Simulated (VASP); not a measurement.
Output of a VASP run:

OUTCAR:
```
 ion  position               nearest neighbor table
   1  0.500  0.000  0.000-  33 1.85  46 1.90  54 1.90  62 1.90   8 3.10  13 3.10  15 3.10  18 3.10
                            23 3.10  24 3.10  31 3.10   2 3.10   3 3.10   5 3.10   7 3.10   9 3.11
   2  0.750  0.250  0.000-  34 1.89  44 1.90  55 1.90  33 1.93  13 3.10  14 3.10  16 3.10  24 3.10
                            25 3.10  29 3.10   1 3.10   3 3.10   4 3.10   6 3.10   9 3.12  10 3.14
   3  0.750  0.000  0.250-  35 1.85  33 1.89  39 1.90  49 1.90  12 3.04   1 3.10  16 3.10  18 3.10
                            19 3.10  22 3.10  26 3.10   2 3.10   4 3.10   7 3.10  11 3.10
   4  0.000  0.000  0.000-  36 1.90  39 1.90  44 1.90  63 1.90   8 3.10  13 3.10  15 3.10  16 3.10
                            23 3.10  26 3.10  29 3.10  32 3.10   2 3.10   3 3.10   5 3.10   7 3.10
   5  0.250  0.250  0.000-  36 1.90  54 1.90  60 1.90  37 1.94   9 3.05  14 3.10  16 3.10  17 3.10
                            23 3.10  24 3.10  29 3.10  30 3.10   4 3.10   6 3.10   8 3.10   1 3.10
   6  0.500  0.500  0.000-  37 1.86  55 1.90  61 1.90  38 1.91   9 3.06  17 3.10  18 3.10  24 3.10
                            25 3.10  30 3.10  31 3.10   5 3.10   7 3.10   2 3.10  15 3.10  10 3.10
   7  0.750  0.750  0.000-  39 1.90  56 1.90  62 1.90  38 1.93  10 3.08  13 3.10  14 3.10  18 3.10
                            25 3.10  26 3.10  31 3.10  32 3.10   3 3.10   4 3.10   6 3.10   1 3.10
   8  0.250  0.000  0.250-  40 1.89  36 1.90  46 1.90  57 1.90   9 3.09  15 3.10  16 3.10  18 3.10
                            19 3.10  20 3.10  26 3.10  28 3.10   4 3.10   5 3.10   1 3.10  11 3.10
   9  0.494  0.255  0.248-  37 1.85  64 1.93  40 1.96  33 1.96  17 3.03   5 3.05   6 3.06  20 3.07
                             8 3.09  21 3.10  12 3.11   1 3.11   2 3.12  10 3.13  11 3.14
  10  0.749  0.505  0.252-  41 1.86  38 1.87  34 1.88  64 1.89  22 3.06  18 3.06  26 3.07   7 3.08
                            27 3.09  12 3.10   6 3.10  14 3.11  21 3.13   9 3.13  16 3.13   2 3.14
  11  0.500  0.000  0.500-  40 1.86  49 1.90  59 1.90  42 1.95  12 3.08  20 3.10  22 3.10  23 3.10
                            24 3.10  28 3.10  31 3.10   8 3.10   3 3.10  13 3.10  18 3.10   9 3.14
  12  0.750  0.247  0.495-  64 1.86  35 1.89  42 1.92  43 1.95   3 3.04  16 3.06  19 3.08  11 3.08
                            10 3.10   9 3.11  13 3.11  27 3.11  29 3.13  24 3.13  25 3.15
  13  0.750  0.000  0.750-  42 1.86  44 1.90  53 1.90  62 1.90  11 3.10  19 3.10  22 3.10  24 3.10
                            29 3.10  31 3.10  32 3.10   1 3.10   2 3.10   4 3.10   7 3.10  12 3.11
  14  0.000  0.500  0.000-  45 1.90  56 1.90  60 1.90  34 1.91  16 3.10  17 3.10  25 3.10  26 3.10
                            29 3.10  30 3.10  32 3.10   2 3.10   5 3.10   7 3.10  15 3.10  10 3.11
  15  0.250  0.750  0.000-  45 1.90  46 1.90  61 1.90  63 1.90  14 3.10  17 3.10  18 3.10  23 3.10
                            26 3.10  30 3.10  31 3.10  32 3.10   1 3.10   4 3.10   6 3.10   8 3.10
  16  0.000  0.250  0.250-  35 1.89  36 1.90  47 1.90  34 1.94  12 3.06   2 3.10  14 3.10  17 3.10
                            19 3.10  20 3.10  27 3.10   3 3.10   4 3.10   5 3.10   8 3.10  10 3.13
  17  0.250  0.500  0.250-  37 1.88  45 1.90  47 1.90  48 1.91   9 3.03  21 3.08  18 3.10  20 3.10
                             6 3.10  26 3.10  27 3.10  28 3.10   5 3.10  14 3.10  15 3.10  16 3.10
  18  0.500  0.750  0.250-  48 1.84  38 1.86  46 1.90  49 1.90  10 3.06   1 3.10  11 3.10  15 3.10
                            17 3.10  22 3.10  28 3.10   3 3.10   6 3.10   7 3.10   8 3.10  21 3.11
  19  0.000  0.000  0.500-  50 1.90  53 1.90  57 1.90  35 1.92  12 3.08  20 3.10  22 3.10  23 3.10
                            26 3.10  28 3.10  29 3.10  32 3.10   8 3.10   3 3.10  13 3.10  16 3.10
  20  0.250  0.250  0.500-  40 1.88  51 1.88  50 1.90  47 1.90   9 3.07  21 3.07   8 3.10  23 3.10
                            24 3.10  27 3.10  29 3.10  30 3.10  11 3.10  16 3.10  17 3.10  19 3.10
  21  0.495  0.501  0.503-  52 1.85  48 1.89  51 1.90  64 1.97  30 3.05  28 3.06  20 3.07  31 3.07
                            17 3.08  24 3.09   9 3.10  18 3.11  25 3.11  22 3.12  10 3.13
  22  0.750  0.750  0.500-  41 1.88  49 1.90  53 1.90  52 1.90  10 3.06  19 3.10  25 3.10  26 3.10
                            27 3.10  31 3.10  32 3.10   3 3.10  11 3.10  13 3.10  18 3.10  21 3.12
  23  0.250  0.000  0.750-  50 1.90  54 1.90  59 1.90  63 1.90  15 3.10  19 3.10  20 3.10  24 3.10
                            28 3.10  29 3.10  31 3.10  32 3.10   1 3.10   4 3.10   5 3.10  11 3.10
  24  0.500  0.250  0.750-  42 1.88  54 1.90  55 1.90  51 1.90  21 3.09  13 3.10  20 3.10   1 3.10
                            23 3.10  25 3.10  30 3.10   2 3.10   5 3.10   6 3.10  11 3.10  12 3.13
  25  0.750  0.500  0.750-  55 1.90  56 1.90  43 1.90  52 1.94  22 3.10  24 3.10  27 3.10  29 3.10
                            31 3.10  32 3.10   2 3.10   6 3.10   7 3.10  14 3.10  21 3.11  12 3.15
  26  0.000  0.750  0.250-  39 1.90  45 1.90  57 1.90  41 1.90  10 3.07  14 3.10  15 3.10  17 3.10
                            19 3.10  22 3.10  27 3.10  28 3.10   4 3.10   7 3.10   8 3.10   3 3.10
  27  0.000  0.500  0.500-  47 1.90  58 1.90  43 1.91  41 1.93  10 3.09  25 3.10  26 3.10  28 3.10
                            29 3.10  30 3.10  32 3.10  16 3.10  17 3.10  20 3.10  22 3.10  12 3.11
  28  0.250  0.750  0.500-  57 1.90  58 1.90  59 1.90  48 1.93  21 3.06   8 3.10  23 3.10  26 3.10
                            27 3.10  30 3.10  31 3.10  32 3.10  11 3.10  17 3.10  18 3.10  19 3.10
  29  0.000  0.250  0.750-  43 1.86  44 1.90  50 1.90  60 1.90  14 3.10  19 3.10  20 3.10  23 3.10
                            25 3.10  27 3.10  30 3.10   2 3.10   4 3.10   5 3.10  13 3.10  12 3.13
  30  0.250  0.500  0.750-  51 1.87  58 1.90  60 1.90  61 1.90  21 3.05   5 3.10  24 3.10  27 3.10
                            28 3.10  29 3.10  31 3.10  32 3.10   6 3.10  14 3.10  15 3.10  20 3.10
  31  0.500  0.750  0.750-  52 1.90  59 1.90  61 1.90  62 1.90  21 3.07  15 3.10   1 3.10  22 3.10
                            23 3.10  25 3.10  28 3.10  30 3.10   6 3.10   7 3.10  11 3.10  13 3.10
  32  0.000  0.750  0.750-  53 1.90  56 1.90  58 1.90  63 1.90  15 3.10  19 3.10  22 3.10  23 3.10
                            25 3.10  27 3.10  28 3.10  30 3.10   4 3.10   7 3.10  13 3.10  14 3.10
  33  0.623  0.120  0.124-   1 1.85   3 1.89   2 1.93   9 1.96
  34  0.870  0.379  0.126-  10 1.88   2 1.89  14 1.91  16 1.94
  35  0.873  0.122  0.369-   3 1.85  12 1.89  16 1.89  19 1.92
  36  0.125  0.125  0.125-   4 1.90   5 1.90   8 1.90  16 1.90
  37  0.377  0.380  0.126-   9 1.85   6 1.86  17 1.88   5 1.94
  38  0.623  0.626  0.130-  18 1.86  10 1.87   6 1.91   7 1.93
  39  0.875  0.875  0.125-   3 1.90   4 1.90   7 1.90  26 1.90
  40  0.373  0.121  0.380-  11 1.86  20 1.88   8 1.89   9 1.96
  41  0.872  0.627  0.374-  10 1.86  22 1.88  26 1.90  27 1.93
  42  0.629  0.127  0.631-  13 1.86  24 1.88  12 1.92  11 1.95
  43  0.877  0.373  0.628-  29 1.86  25 1.90  27 1.91  12 1.95
  44  0.875  0.125  0.875-   2 1.90   4 1.90  13 1.90  29 1.90
  45  0.125  0.625  0.125-  14 1.90  15 1.90  17 1.90  26 1.90
  46  0.375  0.875  0.125-   1 1.90   8 1.90  15 1.90  18 1.90
  47  0.125  0.375  0.375-  16 1.90  17 1.90  20 1.90  27 1.90
...
```

**OSZICAR**
```
...
   6 F= -.48748202E+03 E0= -.48748202E+03  d E =-.153002E-01
       N       E                     dE             d eps       ncg     rms          rms(c)
DAV:   1    -0.487482019322E+03   -0.69955E-05   -0.32673E-04   372   0.485E-02    0.698E-03
RMM:   2    -0.487482019984E+03   -0.66182E-06   -0.99065E-06   192   0.779E-03    0.342E-03
RMM:   3    -0.487482020091E+03   -0.10696E-06   -0.17186E-06   187   0.307E-03    0.181E-03
RMM:   4    -0.487482020074E+03    0.16840E-07   -0.89393E-08    74   0.143E-03
   7 F= -.48748202E+03 E0= -.48748202E+03  d E =-.153046E-01
       N       E                     dE             d eps       ncg     rms          rms(c)
DAV:   1    -0.487486176121E+03   -0.41560E-02   -0.46000E-01   346   0.182E+00    0.178E-01
RMM:   2    -0.487486273923E+03   -0.97802E-04   -0.75390E-03   322   0.214E-01    0.800E-02
RMM:   3    -0.487486220223E+03    0.53700E-04   -0.15851E-03   324   0.877E-02    0.395E-02
RMM:   4    -0.487486236711E+03   -0.16488E-04   -0.37133E-04   338   0.381E-02    0.182E-02
RMM:   5    -0.487486239907E+03   -0.31959E-05   -0.46401E-05   255   0.160E-02
   8 F= -.48748624E+03 E0= -.48748624E+03  d E =-.421983E-02
       N       E                     dE             d eps       ncg     rms          rms(c)
DAV:   1    -0.487486409569E+03   -0.17286E-03   -0.27722E-02   380   0.446E-01    0.439E-02
RMM:   2    -0.487486419034E+03   -0.94648E-05   -0.47781E-04   322   0.537E-02    0.199E-02
RMM:   3    -0.487486417397E+03    0.16363E-05   -0.10261E-04   325   0.222E-02    0.102E-02
RMM:   4    -0.487486418294E+03   -0.89680E-06   -0.21575E-05   204   0.970E-03
   9 F= -.48748642E+03 E0= -.48748642E+03  d E =-.439822E-02
       N       E                     dE             d eps       ncg     rms          rms(c)
DAV:   1    -0.487488161063E+03   -0.17437E-02   -0.29352E-01   322   0.146E+00    0.131E-01
RMM:   2    -0.487488278704E+03   -0.11764E-03   -0.42815E-03   322   0.160E-01    0.591E-02
RMM:   3    -0.487488246731E+03    0.31972E-04   -0.96192E-04   329   0.652E-02    0.287E-02
RMM:   4    -0.487488254875E+03   -0.81438E-05   -0.20808E-04   340   0.286E-02    0.133E-02
RMM:   5    -0.487488256800E+03   -0.19248E-05   -0.25027E-05   208   0.116E-02
  10 F= -.48748826E+03 E0= -.48748826E+03  d E =-.183851E-02
       N       E                     dE             d eps       ncg     rms          rms(c)
DAV:   1    -0.487488371407E+03   -0.11653E-03   -0.31604E-02   372   0.480E-01    0.432E-02
RMM:   2    -0.487488386095E+03   -0.14688E-04   -0.47691E-04   322   0.533E-02    0.194E-02
RMM:   3    -0.487488383676E+03    0.24189E-05   -0.10945E-04   329   0.219E-02    0.961E-03
RMM:   4    -0.487488384408E+03   -0.73176E-06   -0.20750E-05   202   0.959E-03
  11 F= -.48748838E+03 E0= -.48748838E+03  d E =-.196611E-02
       N       E                     dE             d eps       ncg     rms          rms(c)
DAV:   1    -0.487488894870E+03   -0.51119E-03   -0.11957E-01   322   0.932E-01    0.860E-02
RMM:   2    -0.487488905961E+03   -0.11091E-04   -0.18684E-03   322   0.106E-01    0.397E-02
RMM:   3    -0.487488887350E+03    0.18611E-04   -0.49333E-04   328   0.451E-02    0.190E-02
RMM:   4    -0.487488894130E+03   -0.67802E-05   -0.10467E-04   327   0.196E-02    0.104E-02
RMM:   5    -0.487488894600E+03   -0.47042E-06   -0.12465E-05   194   0.837E-03
  12 F= -.48748889E+03 E0= -.48748889E+03  d E =-.510193E-03
```

### OUTCAR
```
------------------------ aborting loop because EDIFF is reached ----------------------------------------
  FORCE on cell =-STRESS in cart. coord.  units (eV):
  Direction    XX          YY          ZZ          XY          YZ          ZX
  --------------------------------------------------------------------------------------
  Total      -18.4812755    -18.4556443    -18.4610219      0.0156668      0.0062475      0.0167656
  in kB      -44.0735869    -44.0124623    -44.0252866      0.0373617      0.0148988      0.0399822
  external PRESSURE =     -44.0371119 kB  Pullay stress =       0.0000000 kB
  volume of cell :      671.84
      direct lattice vectors                 reciprocal lattice vectors
     8.758331436  0.000000000  0.000000000     0.114176999  0.000000000  0.000000000
     0.000000000  8.758331436  0.000000000     0.000000000  0.114176999  0.000000000
     0.000000000  0.000000000  8.758331436     0.000000000  0.000000000  0.114176999
  FREE ENERGIE OF THE ION-ELECTRON SYSTEM (eV)
  ---------------------------------------------------
  free  energy   TOTEN  =      -487.4888946002 eV

  energy  without entropy=     -487.4888946002  energy(sigma->0) =     -487.48889460

 reached required accuracy - stopping structural energy minimisation
```
(Selected blocks of OUTCAR.)

File POSCAR:
```
C31NSi32
1
    8.7583314355     0.0000000000     0.0000000000
    0.0000000000     8.7583314355    -0.0000000000
   -0.0000000000    -0.0000000000     8.7583314355
Si C N
32 31 1
Direct
  0.5000000000   0.0000000000   0.0000000000
  0.7500000000   0.2500000000   0.0000000000
  0.7500000000   0.0000000000   0.2500000000
  0.0000000000   0.0000000000   0.0000000000
  0.2500000000   0.2500000000   0.0000000000
  0.5000000000   0.5000000000   0.0000000000
  0.7500000000   0.7500000000   0.0000000000
  0.2500000000   0.0000000000   0.2500000000
  0.4943630000   0.2545240000   0.2483280000
  0.7493970000   0.5046840000   0.2516320000
  0.5000000000   0.0000000000   0.5000000000
  0.7503080000   0.2470750000   0.4945920000
  0.7500000000   0.0000000000   0.7500000000
  0.0000000000   0.5000000000   0.0000000000
  0.2500000000   0.7500000000   0.0000000000
  0.0000000000   0.2500000000   0.2500000000
  0.2500000000   0.5000000000   0.2500000000
  0.5000000000   0.7500000000   0.2500000000
  0.0000000000   0.0000000000   0.5000000000
  0.2500000000   0.2500000000   0.5000000000
  0.4952420000   0.5010040000   0.5026030000
  0.7500000000   0.7500000000   0.5000000000
  0.2500000000   0.0000000000   0.7500000000
  0.5000000000   0.2500000000   0.7500000000
  0.7500000000   0.5000000000   0.7500000000
  0.0000000000   0.7500000000   0.2500000000
  0.0000000000   0.5000000000   0.5000000000
  0.2500000000   0.7500000000   0.5000000000
  0.0000000000   0.2500000000   0.7500000000
  0.2500000000   0.5000000000   0.7500000000
  0.5000000000   0.7500000000   0.7500000000
  0.0000000000   0.7500000000   0.7500000000
  0.6230690000   0.1199540000   0.1236960000
  0.8698040000   0.3786850000   0.1260540000
  0.8732830000   0.1222160000   0.3693940000
  0.1250000000   0.1250000000   0.1250000000
  0.3773910000   0.3802000000   0.1261690000
  0.6226790000   0.6255120000   0.1303110000
  0.8750000000   0.8750000000   0.1250000000
  0.3727630000   0.1208580000   0.3804490000
  0.8720160000   0.6270220000   0.3741880000
  0.6286910000   0.1265820000   0.6307010000
  0.8771860000   0.3726650000   0.6280960000
  0.8750000000   0.1250000000   0.8750000000
  0.1250000000   0.6250000000   0.1250000000
  0.3750000000   0.8750000000   0.1250000000
  0.1250000000   0.3750000000   0.3750000000
  0.3793210000   0.6273110000   0.3712690000
  0.6250000000   0.8750000000   0.3750000000
  0.1250000000   0.1250000000   0.6250000000
  0.3713450000   0.3739710000   0.6267510000
  0.6198160000   0.6245160000   0.6205750000
  0.8750000000   0.8750000000   0.6250000000
  0.3750000000   0.1250000000   0.8750000000
  0.6250000000   0.3750000000   0.8750000000
  0.8750000000   0.6250000000   0.8750000000
  0.1250000000   0.8750000000   0.3750000000
  0.1250000000   0.6250000000   0.6250000000
  0.3750000000   0.8750000000   0.6250000000
  0.1250000000   0.3750000000   0.8750000000
  0.3750000000   0.6250000000   0.8750000000
  0.6250000000   0.8750000000   0.8750000000
  0.1250000000   0.8750000000   0.8750000000
  0.6298970000   0.3738590000   0.3746380000
```

**Question.** Reconstruct the remaining input files.

**Answer.** Several could match; the one computed here: the input of the run itself, PBE GGA, plane waves, VASP's PBE PAW potentials (set 64).

**KPOINTS**
```
Automatic mesh
0
Gamma
1 1 1
0 0 0
```

INCAR:
```
ALGO = Fast
EDIFF = 1E-5
EDIFFG = -0.03
ENCUT = 400
GGA = PE
IBRION = 2
ISIF = 2
ISMEAR = 0
ISYM = 0
LASPH = .True.
LCHARG = .False.
LREAL = Auto
LWAVE = .True.
NELECT = 256.0
NELM = 100
NELMIN = 4
NSW = 60
PREC = Normal
SIGMA = 0.05
SYSTEM = C31NSi32
```

POTCAR, in this order: Si C N (PBE.64 set). Program: vasp_gam.

At this cut-off the stress carries a Pulay error, which pulls relaxed volumes low. The cell is charged, with a uniform compensating background. The supercell is sampled at Γ alone, which is coarse: total energies, pressure and levels can be off, energies of defects by several tenths of an eV.

The cell is a supercell with a defect, built from SiC (zinc blende): N_C, charge +1. The run is not spin-polarised, so no state with unpaired spins was tried.
